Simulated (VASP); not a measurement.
Ta:

```xyz
1
Lattice="-1.6513 1.6513 1.6513 1.6513 -1.6513 1.6513 1.6513 1.6513 -1.6513" Properties=species:S:1:pos:R:3 pbc="T T T"
Ta    0.0000    0.0000    0.0000
```

| Item | Value |
| --- | --- |
| Program | VASP 6.6.1 |
| Task | relaxation of cell and atoms |
| Functional | PBE |
| Dispersion | D3(BJ) |
| Potentials or basis | VASP PAW PBE potentials, release 64 (Ta_pv) |
| Cutoff | 520 eV |
| k mesh | 18 × 18 × 18 |
| Occupations | gaussian, width 0.1 eV |
| Spin | no spin polarisation |

At the start: pressure -3.1 GPa; volume 18.01 Å³/atom.

**Question.** How do energy, volume and symmetry change on relaxing?

**Answer.** Over 6 steps the energy falls by 2.7 meV/atom and the volume is 17.74 Å³/atom (-1.5 %); space group Im-3m (No. 229, to 0.05 Å).

Step by step:
```
step  energy change (eV)  largest force (eV/Å)  pressure (GPa)  volume (Å³)
   1              0.0000                0.0000           -3.06        18.01
   2              0.0115                0.0000            7.69        17.13
   3             -0.0027                0.0000           -0.02        17.74
   4             -0.0027                0.0000            0.04        17.73
   5             -0.0027                0.0000           -0.07        17.74
   6             -0.0027                0.0000            0.01        17.74
```

Final structure:
```
Ta
1.0
    -1.64286    1.64286    1.64286
     1.64286   -1.64286    1.64286
     1.64286    1.64286   -1.64286
Ta
1
Direct
  0.00000 0.00000 0.00000
```

Caveat: pairwise dispersion overbinds metals, which lowers pressure and volume.
